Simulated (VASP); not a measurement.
HgTe (space group P3_121): computed properties

These are r2SCAN meta-GGA, VASP's PBE PAW potentials (set 64) (plane waves; VASP 6.6.1) values and carry that method's errors.

```
Item                                                                                                  Value
---------------------------------------------  ------------------------------------------------------------
space group                                                                                    P3_121 (152)
cell                                           a = b = 4.6809 Å, c = 10.4007 Å, α = β = 90.00°, γ = 120.00°
volume per atom                                                                              32.89 Å^3/atom
band gap (over mesh and band path)                                                                  0.96 eV
smallest direct gap (over mesh and band path)                                                       1.13 eV
band-edge character                                                                        indirect, A to Γ
density                                                                                          8.28 g/cm³
```

Space group P3₁21 (No. 152); a = 4.681 Å, b = 4.681 Å, c = 10.401 Å, α = 90.00°, β = 90.00°, γ = 120.00°

```tsv
atom	site	symmetry	x	y	z
Hg	3a	.2.	0.3058	0.3058	0.0000
Te	3b	.2.	0.4890	0.4890	0.5000
```

Unless said otherwise, spin-orbit coupling is left out, though it shifts the bands of the heavy elements here.

The structure comes from a computed database's HgTe entry (P3_121); how it stands against other phases isn't given here. It was relaxed first. Symmetry was kept, so distortions that lower it aren't found.
